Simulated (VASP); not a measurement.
Computed with PBE GGA with spin-orbit coupling, VASP's PBE PAW potentials (set 64) (plane waves; VASP).

VASP ran on this input.

**KPOINTS**
```
Automatic mesh
0
Gamma
4 4 4
0 0 0
```

### INCAR
```
ALGO=Normal
EDIFF=1E-6
ENCUT=300
GGA=PE
GGA_COMPAT=.FALSE.
ISIF=2
ISMEAR=0
LASPH=.TRUE.
LCHARG=.FALSE.
LMAXMIX=4
LNONCOLLINEAR=.TRUE.
LORBIT=11
LREAL=.FALSE.
LSORBIT=.TRUE.
LWAVE=.FALSE.
MAGMOM=18*0.0
NELM=100
PREC=Accurate
SIGMA=0.272
SYSTEM=YTc2
```

**POSCAR**
```
YTc2
1
    0.0000000000     3.9353530000     3.9353530000
    3.9353530000     0.0000000000     3.9353530000
    3.9353530000     3.9353530000     0.0000000000
Tc Y
4 2
Direct
  0.1250000000   0.1250000000   0.1250000000
  0.6250000000   0.1250000000   0.1250000000
  0.1250000000   0.6250000000   0.1250000000
  0.1250000000   0.1250000000   0.6250000000
  0.7500000000   0.7500000000   0.7500000000
  0.5000000000   0.5000000000   0.5000000000
```

POTCAR, in this order: Tc_pv Y_sv (PBE.64 set). Program: vasp_ncl.

What VASP printed:

OSZICAR:
```
       N       E                     dE             d eps       ncg     rms          rms(c)
DAV:   1     0.663617148037E+03    0.66362E+03   -0.32080E+04  1576   0.113E+03
DAV:   2    -0.150199366216E+02   -0.67864E+03   -0.66134E+03  1488   0.398E+02
DAV:   3    -0.563143562513E+02   -0.41294E+02   -0.39345E+02  2232   0.866E+01
DAV:   4    -0.586088480924E+02   -0.22945E+01   -0.22594E+01  2064   0.153E+01
DAV:   5    -0.586775981855E+02   -0.68750E-01   -0.68258E-01  1952   0.250E+00    0.592E+01
DAV:   6    -0.560804077423E+02    0.25972E+01   -0.15020E+01  1656   0.185E+01    0.221E+01
DAV:   7    -0.555827630224E+02    0.49764E+00   -0.64712E+00  1904   0.845E+00    0.236E+01
DAV:   8    -0.553016278667E+02    0.28114E+00   -0.23420E+00  1696   0.680E+00    0.592E+00
DAV:   9    -0.553003792447E+02    0.12486E-02   -0.17527E-01  1760   0.185E+00    0.164E+00
DAV:  10    -0.552997226695E+02    0.65658E-03   -0.74631E-03  1768   0.415E-01    0.467E-01
DAV:  11    -0.552996433943E+02    0.79275E-04   -0.52499E-04  1912   0.952E-02    0.226E-01
DAV:  12    -0.552997365459E+02   -0.93152E-04   -0.68032E-04  1672   0.120E-01    0.739E-02
DAV:  13    -0.552996995804E+02    0.36966E-04   -0.25863E-04  1704   0.554E-02    0.155E-02
DAV:  14    -0.552997013637E+02   -0.17833E-05   -0.14354E-05  1512   0.132E-02    0.109E-02
DAV:  15    -0.552997012376E+02    0.12613E-06   -0.50103E-07   976   0.290E-03
   1 F= -.55299701E+02 E0= -.55159505E+02  d E =-.280392E+00  mag=    -0.0000     0.0000     0.0000
```

File OUTCAR:
```
------------------------ aborting loop because EDIFF is reached ----------------------------------------
  FORCE on cell =-STRESS in cart. coord.  units (eV):
  Direction    XX          YY          ZZ          XY          YZ          ZX
  --------------------------------------------------------------------------------------
  Total      -10.1423050    -10.1423050    -10.1423050      0.0000000      0.0000000     -0.0000000
  in kB     -133.3110566   -133.3110566   -133.3110566      0.0000000      0.0000000     -0.0000000
  external PRESSURE =    -133.3110566 kB  Pullay stress =       0.0000000 kB
  volume of cell :      121.89
      direct lattice vectors                 reciprocal lattice vectors
     0.000000000  3.935353000  3.935353000    -0.127053405  0.127053405  0.127053405
     3.935353000  0.000000000  3.935353000     0.127053405 -0.127053405  0.127053405
     3.935353000  3.935353000  0.000000000     0.127053405  0.127053405 -0.127053405
 POSITION                                       TOTAL-FORCE (eV/Angst)
 -----------------------------------------------------------------------------------
      0.98384      0.98384      0.98384        -0.000000     -0.000000     -0.000000
      0.98384      2.95151      2.95151        -0.000000     -0.000000     -0.000000
      2.95151      0.98384      2.95151        -0.000000     -0.000000     -0.000000
      2.95151      2.95151      0.98384        -0.000000     -0.000000     -0.000000
      5.90303      5.90303      5.90303        -0.000000     -0.000000     -0.000000
      3.93535      3.93535      3.93535         0.000000      0.000000      0.000000
 -----------------------------------------------------------------------------------
    total drift:                               -0.000000     -0.000000     -0.000000
  FREE ENERGIE OF THE ION-ELECTRON SYSTEM (eV)
  ---------------------------------------------------
  free  energy   TOTEN  =       -55.2997012376 eV

  energy  without entropy=      -55.0193087483  energy(sigma->0) =      -55.15950499

 total charge

# of ion       s       p       d       f       tot
--------------------------------------------------
    1        0.449   6.333   4.965   0.000  11.747
    2        0.449   6.333   4.965   0.000  11.747
    3        0.449   6.333   4.965   0.000  11.747
    4        0.449   6.333   4.965   0.000  11.747
    5        2.231   6.405   0.948   0.030   9.613
    6        2.231   6.405   0.948   0.030   9.613
--------------------------------------------------
tot          6.259  38.141  21.755   0.059  66.214

 magnetization (x)

# of ion       s       p       d       f       tot
--------------------------------------------------
    1        0.000  -0.000  -0.000   0.000  -0.000
    2       -0.000  -0.000   0.000   0.000   0.000
    3       -0.000   0.000   0.000   0.000   0.000
    4        0.000  -0.000   0.000   0.000   0.000
    5        0.000  -0.000  -0.000   0.000  -0.000
    6       -0.000  -0.000  -0.000   0.000  -0.000
--------------------------------------------------
tot         -0.000  -0.000  -0.000   0.000  -0.000

 magnetization (y)

# of ion       s       p       d       f       tot
--------------------------------------------------
    1        0.000  -0.000  -0.000   0.000  -0.000
    2       -0.000  -0.000   0.000   0.000  -0.000
    3       -0.000  -0.000   0.000   0.000  -0.000
    4        0.000   0.000  -0.000   0.000  -0.000
    5        0.000   0.000   0.000   0.000   0.000
    6        0.000   0.000   0.000   0.000   0.000
--------------------------------------------------
tot          0.000  -0.000   0.000   0.000   0.000

 magnetization (z)

# of ion       s       p       d       f       tot
--------------------------------------------------
    1       -0.000   0.000   0.000   0.000   0.000
    2        0.000   0.000  -0.000   0.000   0.000
    3       -0.000   0.000   0.000   0.000   0.000
    4       -0.000  -0.000   0.000   0.000   0.000
    5        0.000   0.000   0.000   0.000   0.000
    6        0.000  -0.000   0.000  -0.000   0.000
--------------------------------------------------
tot          0.000  -0.000   0.000  -0.000   0.000

 Ion:    1  E_soc:     -0.2056660

 Ion:    2  E_soc:     -0.2056660

 Ion:    3  E_soc:     -0.2056660

 Ion:    4  E_soc:     -0.2056660

 Ion:    5  E_soc:     -0.0985191

 Ion:    6  E_soc:     -0.0985191
```
(Selected blocks of OUTCAR.)

**OUTCAR**
```
 val. band max:        7.2437669276   @ k =   0.2500   0.2500   0.0000

 cond. band min:       7.2700520194   @ k =  -0.2500   0.5000   0.2500


 Fermi energy:         7.2592178971

 k-point     1 :       0.0000    0.0000    0.0000
  band No.  band energies     occupation
      1     -34.7039      1.00000
      2     -34.7039      1.00000
      3     -34.6228      1.00000
      4     -34.6228      1.00000
      5     -33.4428      1.00000
      6     -33.4428      1.00000
      7     -33.3858      1.00000
      8     -33.3858      1.00000
      9     -33.3858      1.00000
     10     -33.3858      1.00000
     11     -33.1371      1.00000
     12     -33.1371      1.00000
     13     -30.8165      1.00000
     14     -30.8165      1.00000
     15     -30.6618      1.00000
     16     -30.6618      1.00000
     17     -30.6291      1.00000
     18     -30.6291      1.00000
     19     -30.6291      1.00000
     20     -30.6291      1.00000
     21     -30.3110      1.00000
     22     -30.3110      1.00000
     23     -30.3110      1.00000
     24     -30.3110      1.00000
     25     -30.2102      1.00000
     26     -30.2102      1.00000
     27     -30.2102      1.00000
     28     -30.2102      1.00000
     29     -15.7509      1.00000
     30     -15.7509      1.00000
     31     -15.5195      1.00000
     32     -15.5195      1.00000
     33     -14.3744      1.00000
     34     -14.3744      1.00000
     35     -14.3744      1.00000
     36     -14.3744      1.00000
     37     -14.1020      1.00000
     38     -14.1020      1.00000
     39     -14.1020      1.00000
     40     -14.1020      1.00000
     41       1.1960      1.00000
     42       1.1960      1.00000
     43       2.6599      1.00000
     44       2.6599      1.00000
     45       3.5711      1.00000
     46       3.5711      1.00000
     47       3.5927      1.00000
     48       3.5927      1.00000
     49       3.5927      1.00000
     50       3.5927      1.00000
     51       4.7049      1.00000
...
```

At this cut-off the stress carries a Pulay error, which pulls relaxed volumes low.

The structure was generated: YTc2 was put into an ordered model structure, which need not be its known phase. The cell was not relaxed at this level. The k-mesh is coarse (spacing up to 0.35 per Å, 2π included), so the numbers may not be converged in it. The run is one of a series of settings (GGA_COMPAT = .FALSE., LNONCOLLINEAR = .TRUE., LSORBIT = .TRUE., MAGMOM = 0.0 0.0 0.0 0.0 0.0 0.0 0.0 0.0 0.0 0.0 0.0 0.0 0.0 0.0 0.0 0.0 0.0 0.0, program vasp_ncl against the base run), some of them coarse on purpose.
